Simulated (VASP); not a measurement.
# P2C (Fmmm) in VASP: equation of state

How stiff is P2C in PBE, and what volume does it want? The cell is scaled to several volumes.

Program: VASP 6.6.1. These are calculated values, not measurements. Logs are shortened: lines on timing, memory, paths and dates and some standing lists are left out, and cuts for length are marked.

**1. The crystal as given**

It takes space group Fmmm (No. 69, orthorhombic). The conventional cell has a = 4.568 Å, b = 5.079 Å, c = 6.368 Å, α = 90.00°, β = 90.00°, γ = 90.00°. P (site symmetry 2/m) is surrounded by 2 C at 1.96 Å. C (site symmetry mmm) has 4 P at 1.96 Å as nearest neighbours.

The cell was built by a generator and needn't be a form met in nature.

**2. Equation of state, PBE, 11.57 Å³/atom (volume scaled by 0.94)**

Contents of INCAR:

```
SYSTEM = P2C
ALGO = Normal ; EDIFF = 1E-7
ENCUT = 520 ; GGA = PE
ISIF = 2 ; ISMEAR = -1
LASPH = .True. ; LCHARG = .False.
LREAL = .False. ; LWAVE = .False.
NBANDS = 14 ; NELM = 80
PREC = Accurate ; SIGMA = 0.05
```

Contents of KPOINTS:

```
k-points
0
Gamma
  9 9 9
  0 0 0
```

Contents of POSCAR:

```
P2C
1.0
    0.0000000000      2.4877666776      3.1189923743
    2.2375314061      0.0000000000      3.1189923743
    2.2375314061      2.4877666776      0.0000000000
P C
2 1
Direct
    0.0000000000      0.5000000000      0.0000000000
    0.5000000000      0.0000000000      0.5000000000
    0.5000000000      0.5000000000      0.5000000000
```

Potentials or basis: VASP PAW PBE potentials, release 64 (P, C).

Started as:

```bash
$ cat potpaw_PBE.64/P/POTCAR potpaw_PBE.64/C/POTCAR > POTCAR
$ mpirun -np 1 vasp_std > vasp.out
```

OUTCAR:

```text
SYSTEM = P2C
   EDIFF = 1E-7
   ENCUT = 520
   GGA = PE
   ISIF = 2
   ISMEAR = -1
   LASPH = .True.
   LREAL = .False.
   NELM = 80
   PREC = Accurate

 Found    125 irreducible k-points:

 Following reciprocal coordinates:
            Coordinates               Weight
  0.000000  0.000000  0.000000      1.000000
  0.111111  0.000000  0.000000      8.000000
  0.222222  0.000000  0.000000      8.000000
  0.333333  0.000000  0.000000      8.000000
  0.444444  0.000000  0.000000      8.000000
  0.111111  0.111111  0.000000      2.000000
   k-points           NKPTS =    125   k-points in BZ     NKDIM =    125   number of bands    NBANDS=     14
   number of dos      NEDOS =    301   number of ions     NIONS =      3
   total plane-waves  NPLWV =  25200
   dimension x,y,z NGX =    30 NGY =   30 NGZ =   28
   dimension x,y,z NGXF=    60 NGYF=   60 NGZF=   56
   ions per type =               2   1
   NGX,Y,Z   is equivalent  to a cutoff of  12.50, 12.99, 13.91 a.u.
   NGXF,Y,Z  is equivalent  to a cutoff of  25.00, 25.99, 27.82 a.u.
 SYSTEM =  P2C
   PREC   = accura    normal or accurate (medium, high low for compatibility)
   ISTART =      0    job   : 0-new  1-cont  2-samecut
   ICHARG =      2    charge: 1-file 2-atom 10-const
   ISPIN  =      1    spin polarized calculation?
   LNONCOLLINEAR =      F non collinear calculations
   LSORBIT =      F    spin-orbit coupling
   LASPH  =      T    aspherical Exc in radial PAW
   ENCUT  =  520.0 eV  38.22 Ry    6.18 a.u.   7.42  7.14  6.22*2*pi/ulx,y,z
   NELM   =     80;   NELMIN=  2; NELMDL= -5     # of ELM steps
   EDIFF  = 0.1E-06   stopping-criterion for ELM
   LREAL  =      F    real-space projection
   EDIFFG = 0.1E-05   stopping-criterion for IOM
   NSW    =      0    number of steps for IOM
   IBRION =     -1    ionic relax: 0-MD 1-quasi-New 2-CG
   NFREE  =      0    steps in history (QN), initial steepest desc. (CG)
   ISIF   =      2    stress and relaxation
   ISYM   =      2    0-nonsym 1-usesym 2-fastsym
   POTIM  = 0.5000    time-step for ionic-motion
   TEBEG  =    0.0;   TEEND  =   0.0 temperature during run
   PSTRESS=    0.0 pullay stress
   NELECT =      14.0000    total number of electrons
   NUPDOWN=      -1.0000    fix difference up-down
   EMIN   =  10.00;   EMAX   =-10.00  energy-range for DOS
   EFERMI =   0.00;   METHOD = LEGACY
   ISMEAR =    -1;   SIGMA  =   0.05  broadening in eV -4-tet -1-fermi 0-gaus
   EFERMI_NEDOS =   21; number of points for ismear=-14 and -15
   IALGO  =     38    algorithm
   IMIX   =      4    mixing-type and parameters
     AMIX     =   0.40;   BMIX     =  1.00
     AMIX_MAG =   1.60;   BMIX_MAG =  1.00
  volume/ion in A,a.u.               =      11.57        78.11
  Fermi-wavevector in a.u.,A,eV,Ry     =   1.209418  2.285469 19.901136  1.462692
  Thomas-Fermi vector in A             =   2.344996
   LORBIT       =      0    0 simple, 1 ext, 2 COOP (PROOUT), +10 PAW based schemes
   GGA     = PE    functional components
   LHFCALC =     F    Hartree Fock is set to
   AEXX    =    0.0000 exact exchange contribution
   IVDW    =     0    specifies the selected vdW correction
   LEPSILON=     F    determine dielectric tensor
   LRPA    =     F    only Hartree local field effects (RPA)
 non-spin polarized calculation
  energy-cutoff  :      520.00
  volume of cell :       34.72
 maximum number of plane-waves:       948
 NGX is ok and might be reduce to    30
   NGX = 15   NGY = 15   NGZ = 13

 number of electron      14.0000000 magnetization

 Free energy of the ion-electron system (eV)
  ---------------------------------------------------
  ext. energy  EPLUGINS =         0.00000000
  ---------------------------------------------------
  free energy    TOTEN  =       -16.21499976 eV

  energy without entropy =      -16.20597874  energy(sigma->0) =      -16.21048925

 E-fermi :   9.4184     XC(G=0): -11.5625

 val. band max:        9.3900110654   @ k =  -0.1111   0.2222   0.2222
 cond. band min:       9.4197144133   @ k =  -0.1111   0.2222   0.1111
 fundamental gap:      0.0297033479
 Fermi energy:         9.4184159336

 k-point     1 :       0.0000    0.0000    0.0000
  band No.  band energies     occupation
      1      -8.6519      2.00000
      2       0.7618      2.00000
      3       3.8179      2.00000
      4       4.4552      2.00000
      5       5.8248      2.00000
      6       6.2373      2.00000
      7       6.8749      2.00000
      8       8.5254      2.00000
      9      11.8471      0.00000
     10      12.9422      0.00000
     11      15.1259      0.00000
     12      15.2701      0.00000
     13      16.3883      0.00000
     14      17.2513      0.00000

 k-point     2 :       0.1111    0.0000    0.0000
  band No.  band energies     occupation
      1      -8.4785      2.00000
      2       0.2848      2.00000
      3       3.3748      2.00000
      4       4.2162      2.00000
      5       5.6578      2.00000
      6       6.5047      2.00000
      7       7.4960      2.00000
      8       8.3974      2.00000
      9      12.5944      0.00000
     10      13.4524      0.00000
     11      13.6839      0.00000
     12      15.9543      0.00000
     13      16.1486      0.00000
     14      18.5329      0.00000

 k-point     3 :       0.2222    0.0000    0.0000
  band No.  band energies     occupation
      1      -7.9662      2.00000
      2      -0.9471      2.00000
      3       2.8729      2.00000
      4       3.1832      2.00000
      5       6.1229      2.00000
      6       6.8197      2.00000
      7       8.0209      2.00000
      8       8.9734      1.99973
      9      11.9648      0.00000
     10      14.1386      0.00000
     11      14.5034      0.00000
     12      15.5727      0.00000
     13      17.4879      0.00000
     14      19.9140      0.00000

 k-point     4 :       0.3333    0.0000    0.0000
  band No.  band energies     occupation
      1      -7.1490      2.00000
      2      -2.5048      2.00000
      3       2.4641      2.00000
      4       2.4760      2.00000
      5       6.1546      2.00000
      6       7.1349      2.00000
      7       9.1948      1.97744
      8       9.4348      0.83789
      9      10.9201      0.00000
     10      13.7357      0.00000
     11      16.3801      0.00000
     12      17.0625      0.00000
     13      17.5344      0.00000
     14      19.8234      0.00000

 k-point     5 :       0.4444    0.0000    0.0000
  band No.  band energies     occupation
      1      -6.1923      2.00000
      2      -3.9046      2.00000
      3       2.1428      2.00000
      4       2.2277      2.00000
      5       6.1079      2.00000
      6       7.5742      2.00000
      7       8.9537      1.99982
      8      10.4982      0.00000
      9      10.5884      0.00000
     10      14.0075      0.00000
     11      15.2114      0.00000
     12      18.1956      0.00000
     13      19.3638      0.00000
     14      20.4578      0.00000

 k-point     6 :       0.1111    0.1111    0.0000
  band No.  band energies     occupation
      1      -8.5018      2.00000
      2      -0.0370      2.00000
      3       3.6970      2.00000
      4       4.3226      2.00000
      5       6.0967      2.00000
      6       6.7306      2.00000
      7       6.8663      2.00000
      8       8.3068      2.00000
      9      12.0877      0.00000
     10      13.8997      0.00000
     11      15.3646      0.00000
     12      15.7452      0.00000
     13      16.4777      0.00000
     14      17.3346      0.00000

 [... further k-points ...]

------------------------ aborting loop because EDIFF is reached ----------------------------------------

  FORCE on cell =-STRESS in cart. coord.  units (eV):
  Direction    XX          YY          ZZ          XY          YZ          ZX
  --------------------------------------------------------------------------------------
  -------------------------------------------------------------------------------------
  Total        2.1400975      0.6689208      2.2958510      0.0000000      0.0000000      0.0000000
  in kB       98.7463482     30.8647089    105.9329775      0.0000000      0.0000000      0.0000000
  external PRESSURE =      78.5146782 kB  Pullay stress =       0.0000000 kB

 VOLUME and BASIS-vectors are now :
 -----------------------------------------------------------------------------
  energy-cutoff  :      520.00
  volume of cell :       34.72
      direct lattice vectors                 reciprocal lattice vectors
     0.000000000  2.487766678  3.118992374    -0.223460551  0.200983478  0.160308183
     2.237531406  0.000000000  3.118992374     0.223460551 -0.200983478  0.160308183
     2.237531406  2.487766678  0.000000000     0.223460551  0.200983478 -0.160308183

 POSITION                                       TOTAL-FORCE (eV/Angst)
 -----------------------------------------------------------------------------------
      1.11877      0.00000      1.55950         0.000000      0.000000      0.000000
      1.11877      2.48777      1.55950         0.000000     -0.000000      0.000000
      2.23753      2.48777      3.11899        -0.000000      0.000000      0.000000
 -----------------------------------------------------------------------------------
    total drift:                                0.000000     -0.000000     -0.000000

  FREE ENERGIE OF THE ION-ELECTRON SYSTEM (eV)
  ---------------------------------------------------
  free  energy   TOTEN  =       -16.2149997558 eV

  energy  without entropy=      -16.2059787413  energy(sigma->0) =      -16.21048925
```

Run time: 68 s. Hardware: 1 thread of Intel Xeon Platinum 8375C at 2.90GHz (Ice Lake), shared host; peak memory 0.19 GiB.

What came out:

| Quantity | Value |
| --- | --- |
| Free energy | -16.2150 eV |
| Pressure | 7.9 GPa |
| Band gap on the k mesh | none (metal or under the smearing width) |

**3. Equation of state, PBE, 11.82 Å³/atom (volume scaled by 0.96)**

Contents of INCAR:

```
  ALGO = Normal
  EDIFF = 1E-7
  ENCUT = 520
  GGA = PE
  ISIF = 2
  ISMEAR = -1
  LASPH = True
  LCHARG = False
  LREAL = False
  LWAVE = False
  NBANDS = 14
  NELM = 60
  PREC = Accurate
  SIGMA = 0.05
```

Contents of KPOINTS:

```
k-points
0
Gamma
  9 9 9
```

Contents of POSCAR:

```
P2C
1.0
    0.0000000000      2.5052867384      3.1409578330
    2.2532891887      0.0000000000      3.1409578330
    2.2532891887      2.5052867384      0.0000000000
P C
2 1
Direct
    0.0000000000      0.5000000000      0.0000000000
    0.5000000000      0.0000000000      0.5000000000
    0.5000000000      0.5000000000      0.5000000000
```

Potentials or basis: VASP PAW PBE potentials, release 64 (P, C).

Started as:

```bash
$ cat potpaw_PBE.64/P/POTCAR potpaw_PBE.64/C/POTCAR > POTCAR
$ mpirun -np 1 vasp_std > vasp.out
```

It took 68 s on 1 thread of Intel Xeon Platinum 8375C at 2.90GHz (Ice Lake), shared host; peak memory 0.19 GiB.

Results (log left out):

```
Free energy            : -16.2439 eV
Pressure               : 4.6 GPa
Band gap on the k mesh : none (metal or under the smearing width)
```

**4. Equation of state, PBE, 12.07 Å³/atom (volume scaled by 0.98)**

Contents of INCAR:

```
ALGO = Normal
EDIFF = 1E-7
ENCUT = 520
GGA = PE
ISIF = 2
ISMEAR = -1
LASPH = True
LCHARG = False
LREAL = False
LWAVE = False
NBANDS = 14
NELM = 60
PREC = Accurate
SIGMA = 0.05
```

KPOINTS is that of step 3.

Contents of POSCAR:

```
P2C
1.0
    0.0000000000      2.5225651240      3.1626202957
    2.2688296052      0.0000000000      3.1626202957
    2.2688296052      2.5225651240      0.0000000000
P C
2 1
Direct
    0.0000000000      0.5000000000      0.0000000000
    0.5000000000      0.0000000000      0.5000000000
    0.5000000000      0.5000000000      0.5000000000
```

Started as:

```bash
$ cat potpaw_PBE.64/P/POTCAR potpaw_PBE.64/C/POTCAR > POTCAR
$ mpirun -np 1 vasp_std > vasp.out
```

Wall time 70 s (1 thread of Intel Xeon Platinum 8375C at 2.90GHz (Ice Lake), shared host); peak memory 0.19 GiB.

It converged, with:

- Free energy: -16.2589 eV
- Pressure: 1.8 GPa
- Band gap on the k mesh: none (metal or under the smearing width)

**5. Equation of state, PBE, 12.56 Å³/atom (volume scaled by 1.02)**

Contents of INCAR:

```
  ALGO = Normal
  EDIFF = 1E-7
  ENCUT = 520
  GGA = PE
  ISIF = 2
  ISMEAR = -1
  LASPH = True
  LCHARG = False
  LREAL = False
  LWAVE = False
  NBANDS = 14
  NELM = 60
  PREC = Accurate
  SIGMA = 0.05
```

KPOINTS is that of step 4.

Contents of POSCAR:

```
P2C
1.0
    0.0000000000      2.5564290994      3.2050766410
    2.2992873283      0.0000000000      3.2050766410
    2.2992873283      2.5564290994      0.0000000000
P C
2 1
Direct
    0.0000000000      0.5000000000      0.0000000000
    0.5000000000      0.0000000000      0.5000000000
    0.5000000000      0.5000000000      0.5000000000
```

Started as:

```bash
$ cat potpaw_PBE.64/P/POTCAR potpaw_PBE.64/C/POTCAR > POTCAR
$ mpirun -np 1 vasp_std > vasp.out
```

Run time: 68 s. Hardware: 1 thread of Intel Xeon Platinum 8375C at 2.90GHz (Ice Lake), shared host; peak memory 0.19 GiB.

Results (log left out):

| Property | Result |
| --- | --- |
| Free energy | -16.2530 eV |
| Pressure | -3.0 GPa |
| Band gap on the k mesh | none (metal or under the smearing width) |

**6. Equation of state, PBE, 12.81 Å³/atom (volume scaled by 1.04)**

Contents of INCAR:

```
ALGO = Normal
EDIFF = 1E-7
ENCUT = 520
GGA = PE
ISIF = 2
ISMEAR = -1
LASPH = T
LCHARG = F
LREAL = F
LWAVE = F
NBANDS = 14
NELM = 100
PREC = Accurate
SIGMA = 0.05
```

KPOINTS is that of step 5.

Contents of POSCAR:

```
P2C
1.0
    0.0000000000      2.5730297535      3.2258894102
    2.3142181838      0.0000000000      3.2258894102
    2.3142181838      2.5730297535      0.0000000000
P C
2 1
Direct
    0.0000000000      0.5000000000      0.0000000000
    0.5000000000      0.0000000000      0.5000000000
    0.5000000000      0.5000000000      0.5000000000
```

Potentials or basis: VASP PAW PBE potentials, release 64 (P, C).

Started as:

```bash
$ cat potpaw_PBE.64/P/POTCAR potpaw_PBE.64/C/POTCAR > POTCAR
$ mpirun -np 1 vasp_std > vasp.out
```

It took 61 s on 1 thread of Intel Xeon Platinum 8375C at 2.90GHz (Ice Lake), shared host; peak memory 0.2 GiB.

Results (log left out):

| Quantity | Value |
| --- | --- |
| Free energy | -16.2351 eV |
| Pressure | -4.9 GPa |
| Band gap on the k mesh | none (metal or under the smearing width) |

**7. Equation of state, PBE, 13.05 Å³/atom (volume scaled by 1.06)**

Contents of INCAR:

```
SYSTEM = P2C
PREC = Accurate
ENCUT = 520
EDIFF = 1E-7
ISMEAR = -1
SIGMA = 0.05
LREAL = .False.
LASPH = .True.
NELM = 80
ALGO = Normal
ISIF = 2
LWAVE = .False.
LCHARG = .False.
GGA = PE
NBANDS = 14
```

Contents of KPOINTS:

```
Automatic mesh
0
Gamma
  9 9 9
  0 0 0
```

Contents of POSCAR:

```
P2C
1.0
    0.0000000000      2.5894189200      3.2464370305
    2.3289588245      0.0000000000      3.2464370305
    2.3289588245      2.5894189200      0.0000000000
P C
2 1
Direct
    0.0000000000      0.5000000000      0.0000000000
    0.5000000000      0.0000000000      0.5000000000
    0.5000000000      0.5000000000      0.5000000000
```

Started as:

```bash
$ cat potpaw_PBE.64/P/POTCAR potpaw_PBE.64/C/POTCAR > POTCAR
$ mpirun -np 1 vasp_std > vasp.out
```

Run time: 63 s. Hardware: 1 thread of Intel Xeon Platinum 8375C at 2.90GHz (Ice Lake), shared host; peak memory 0.2 GiB.

The run converged. Its results:

| Quantity | Value |
| --- | --- |
| Free energy | -16.2088 eV |
| Pressure | -6.6 GPa |
| Band gap on the k mesh | none (metal or under the smearing width) |

**8. Equation of state, PBE**

No new run: the results of the series are fitted here.

Results:

```yaml
Equilibrium_volume: 12.24 Å³/atom
Bulk_modulus_at_fixed_shape_and_positions: 122 GPa
Pressure_derivative_of_the_bulk_modulus: 5.5
```

Energy against volume, from the lowest point:
| volume (Å³/atom) | energy (meV/atom) |
| --- | --- |
| 11.574 | 15.48 |
| 11.821 | 5.83 |
| 12.067 | 0.84 |
| 12.313 | 0.00 |
| 12.560 | 2.81 |
| 12.806 | 8.79 |
| 13.052 | 17.53 |

Caveat: the cell was scaled at fixed shape and fractional positions, which overstates the stiffness of a crystal with free parameters, most of all of layers and chains.
